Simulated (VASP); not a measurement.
Input:

```yaml
crystal:
  lattice:
    - [0.00000, 3.15207, 3.15207]
    - [3.15207, 0.00000, 3.15207]
    - [3.15207, 3.15207, 0.00000]
  atoms:
    - { symbol: Sn, position: [0.00000, 0.00000, 0.00000] }
    - { symbol: Te, position: [0.50000, 0.50000, 0.50000] }
```

Level of theory: rev-vdW-DF2, VASP's PBE PAW potentials (set 64) (plane waves; VASP). Settings: 520 eV cut-off, 7×7×7 Γ-centred mesh, Gaussian smearing of 0.050 eV, potentials Sn_d Te.

Give the stress tensor in GPa (positive for a compressed cell).

```
1.38  0.00  0.00
0.00  1.38  0.00
0.00  0.00  1.38
```
The pressure is its mean diagonal, 1.38 GPa.

The compound is SnTe in the rock salt structure, which distorts at low temperature. This cell is one point of a volume scan, at 0.97 of the reference volume.
